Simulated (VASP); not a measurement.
Output of a VASP run:

File OUTCAR:
```
 ion  position               nearest neighbor table
   1  0.501  0.503  0.494-   2 2.86   2 2.86   2 2.88   2 2.88   2 2.92   2 2.92   2 2.94   2 2.94
  LATTYP: Found a simple tetragonal cell.
 ALAT       =     3.0068420000
 C/A-ratio  =     1.3107140315
 Subroutine PRICEL returns:
 Original cell was already a primitive cell.
 Subroutine GETGRP returns: Found  1 space group operations
The static configuration has the point symmetry C_1 .
The dynamic configuration has the point symmetry C_1 .
The overall configuration has the point symmetry C_1 .
 Subroutine INISYM returns: Found  1 space group operations
 Subroutine IBZKPT returns following result:
 Found    180 irreducible k-points:

 Following reciprocal coordinates:
            Coordinates               Weight
  0.000000  0.000000  0.000000      1.000000
  0.166667  0.000000  0.000000      1.000000
 -0.166667  0.000000  0.000000      1.000000
  0.000000  0.166667  0.000000      1.000000
  0.000000 -0.166667  0.000000      1.000000
  0.333333  0.000000  0.000000      1.000000
 -0.333333  0.000000  0.000000      1.000000
  0.000000  0.333333  0.000000      1.000000
  0.000000 -0.333333  0.000000      1.000000
  0.500000  0.000000  0.000000      1.000000
  0.000000  0.500000  0.000000      1.000000
  0.166667  0.166667  0.000000      1.000000
 -0.166667 -0.166667  0.000000      1.000000
 -0.166667  0.166667  0.000000      1.000000
  0.166667 -0.166667  0.000000      1.000000
  0.333333  0.166667  0.000000      1.000000
 -0.333333 -0.166667  0.000000      1.000000
 -0.166667  0.333333  0.000000      1.000000
  0.166667 -0.333333  0.000000      1.000000
 -0.333333  0.166667  0.000000      1.000000
  0.333333 -0.166667  0.000000      1.000000
  0.166667  0.333333  0.000000      1.000000
 -0.166667 -0.333333  0.000000      1.000000
  0.500000  0.166667  0.000000      1.000000
  0.500000 -0.166667  0.000000      1.000000
 -0.166667  0.500000  0.000000      1.000000
  0.166667  0.500000  0.000000      1.000000
  0.333333  0.333333  0.000000      1.000000
 -0.333333 -0.333333  0.000000      1.000000
 -0.333333  0.333333  0.000000      1.000000
  0.333333 -0.333333  0.000000      1.000000
  0.500000  0.333333  0.000000      1.000000
  0.500000 -0.333333  0.000000      1.000000
 -0.333333  0.500000  0.000000      1.000000
  0.333333  0.500000  0.000000      1.000000
  0.500000  0.500000  0.000000      1.000000
  0.000000  0.000000  0.200000      1.000000
  0.000000  0.000000 -0.200000      1.000000
  0.166667  0.000000  0.200000      1.000000
 -0.166667  0.000000 -0.200000      1.000000
   k-points           NKPTS =    180   k-points in BZ     NKDIM =    180   number of bands    NBANDS=     32
   number of dos      NEDOS =    301   number of ions     NIONS =      2
   total plane-waves  NPLWV =   7776
   dimension x,y,z NGX =    18 NGY =   18 NGZ =   24
   dimension x,y,z NGXF=    36 NGYF=   36 NGZF=   48
   ions per type =               1   1
   PREC   = accura    normal or accurate (medium, high low for compatibility)
   ISTART =      0    job   : 0-new  1-cont  2-samecut
   ICHARG =      2    charge: 1-file 2-atom 10-const
   ISPIN  =      1    spin polarized calculation?
   LNONCOLLINEAR =      T non collinear calculations
   LSORBIT =      T    spin-orbit coupling
   INIWAV =      1    electr: 0-lowe 1-rand  2-diag
   ENCUT  =  300.0 eV  22.05 Ry    4.70 a.u.   4.25  4.25  5.57*2*pi/ulx,y,z
   NELM   =    100;   NELMIN=  2; NELMDL= -5     # of ELM steps
   EDIFF  = 0.1E-05   stopping-criterion for ELM
   LREAL  =      F    real-space projection
   NLSPLINE    = F    spline interpolate recip. space projectors
   LMAXMIX     =    6 max onsite mixed and CHGCAR
   VOSKOWN=      0    Vosko Wilk Nusair interpolation
   EDIFFG = 0.1E-04   stopping-criterion for IOM
   NSW    =      0    number of steps for IOM
   NBLOCK =      1;   KBLOCK =      1    inner block; outer block
...
```

File OSZICAR:
```
       N       E                     dE             d eps       ncg     rms          rms(c)
DAV:   1     0.199373991904E+03    0.19937E+03   -0.95606E+03 12712   0.170E+03
DAV:   2     0.315590326175E+01   -0.19622E+03   -0.19090E+03 11960   0.459E+02
DAV:   3    -0.154037279050E+02   -0.18560E+02   -0.17996E+02 14112   0.138E+02
DAV:   4    -0.159959027331E+02   -0.59217E+00   -0.58904E+00 13272   0.255E+01
DAV:   5    -0.160143896390E+02   -0.18487E-01   -0.18480E-01 15696   0.428E+00    0.146E+01
DAV:   6    -0.155386744963E+02    0.47572E+00   -0.10180E+00 13296   0.794E+00    0.683E+00
DAV:   7    -0.154528526205E+02    0.85822E-01   -0.22420E-01 14424   0.552E+00    0.205E+00
DAV:   8    -0.154476055460E+02    0.52471E-02   -0.12177E-02 13976   0.126E+00    0.852E-01
DAV:   9    -0.154464737753E+02    0.11318E-02   -0.12070E-03 15304   0.304E-01    0.154E-01
DAV:  10    -0.154462489051E+02    0.22487E-03   -0.57062E-04 14104   0.357E-01    0.340E-02
DAV:  11    -0.154462555999E+02   -0.66948E-05   -0.35465E-05 13408   0.569E-02    0.138E-02
DAV:  12    -0.154462536871E+02    0.19128E-05   -0.43198E-06 11952   0.234E-02    0.449E-03
DAV:  13    -0.154462538586E+02   -0.17144E-06   -0.22872E-07  6280   0.559E-03
   1 F= -.15446254E+02 E0= -.15418906E+02  d E =-.546949E-01  mag=    -0.0000    -0.0000    -0.0000
```

OUTCAR:
```
------------------------ aborting loop because EDIFF is reached ----------------------------------------
  FORCE on cell =-STRESS in cart. coord.  units (eV):
  Direction    XX          YY          ZZ          XY          YZ          ZX
  --------------------------------------------------------------------------------------
  Total        4.9234968      4.9177593      4.4002181      0.0015966     -0.0335774     -0.0060282
  in kB      221.3831008    221.1251170    197.8540820      0.0717886     -1.5097950     -0.2710569
  external PRESSURE =     213.4540999 kB  Pullay stress =       0.0000000 kB
  volume of cell :       35.63
      direct lattice vectors                 reciprocal lattice vectors
     3.006842000  0.000000000  0.000000000     0.332574841  0.000000000  0.000000000
     0.000000000  3.006842000  0.000000000     0.000000000  0.332574841  0.000000000
     0.000000000  0.000000000  3.941110000     0.000000000  0.000000000  0.253735623
 POSITION                                       TOTAL-FORCE (eV/Angst)
 -----------------------------------------------------------------------------------
      1.50516      1.51312      1.94768        -0.018929     -0.105200      0.622323
      3.00510      2.99715      0.02287         0.018929      0.105200     -0.622323
 -----------------------------------------------------------------------------------
    total drift:                               -0.000012     -0.000191      0.000408
  FREE ENERGIE OF THE ION-ELECTRON SYSTEM (eV)
  ---------------------------------------------------
  free  energy   TOTEN  =       -15.4462538586 eV

  energy  without entropy=      -15.3915589928  energy(sigma->0) =      -15.41890643

 total charge

# of ion       s       p       d       tot
------------------------------------------
    1        1.130   1.428  10.099  12.657
    2        0.324   6.130   2.519   8.974
--------------------------------------------------
tot          1.454   7.559  12.618  21.631

 magnetization (x)

# of ion       s       p       d       tot
------------------------------------------
    1        0.000  -0.000   0.000   0.000
    2       -0.000  -0.000   0.000   0.000
--------------------------------------------------
tot         -0.000  -0.000   0.000   0.000

 magnetization (y)

# of ion       s       p       d       tot
------------------------------------------
    1       -0.000  -0.000   0.000  -0.000
    2       -0.000  -0.000   0.000   0.000
--------------------------------------------------
tot         -0.000  -0.000   0.000   0.000

 magnetization (z)

# of ion       s       p       d       tot
------------------------------------------
    1       -0.000   0.000   0.000   0.000
    2       -0.000  -0.000   0.000   0.000
--------------------------------------------------
tot         -0.000   0.000   0.000   0.000

 Ion:    1  E_soc:     -0.1165106

 Ion:    2  E_soc:     -1.4557924
```
(Selected blocks of OUTCAR.)

POSCAR:
```
TaSn
1
    3.0068420000     0.0000000000     0.0000000000
    0.0000000000     3.0068420000     0.0000000000
    0.0000000000     0.0000000000     3.9411100000
Sn Ta
1 1
Direct
  0.5005790000   0.5032240000   0.4941970000
 -0.0005790000  -0.0032240000   0.0058030000
```

Question: Reconstruct the remaining input files.

Answer: Several could match; the one computed here: the input of the run itself, PBE GGA with spin-orbit coupling, plane waves, VASP's PBE PAW potentials (set 64).

INCAR:
```
# general
SYSTEM         =  TaSn
PREC           =  Accurate
ENCUT          =  300
LREAL          =  .FALSE.
LASPH          =  .TRUE.

# electronic loop
EDIFF          =  1E-6
NELM           =  100
ALGO           =  Normal
LMAXMIX        =  6

# smearing
ISMEAR         =  -1
SIGMA          =  0.1

# functional
GGA            =  PE
GGA_COMPAT     =  .FALSE.

# spin
MAGMOM         =  0.0 0.0 0.0 0.0 0.0 0.0
LSORBIT        =  .TRUE.
LNONCOLLINEAR  =  .TRUE.

# ions
ISIF           =  2

# output
LWAVE          =  .FALSE.
LCHARG         =  .FALSE.
LORBIT         =  11
```

File KPOINTS:
```
Automatic mesh
0
Gamma
6 6 5
0 0 0
```

POTCAR, in this order: Sn_d Ta_pv (PBE.64 set). Program: vasp_ncl.

At this cut-off the stress carries a Pulay error, which pulls relaxed volumes low.

The structure was generated: TaSn was put into an ordered model structure, which need not be its known phase. The cell was not relaxed at this level, atoms are displaced from their ideal sites. The k-mesh is coarse (spacing up to 0.35 per Å, 2π included), so the numbers may not be converged in it. The run is one of a series of settings (GGA_COMPAT = .FALSE., LNONCOLLINEAR = .TRUE., LSORBIT = .TRUE., MAGMOM = 0.0 0.0 0.0 0.0 0.0 0.0, program vasp_ncl against the base run), some of them coarse on purpose.
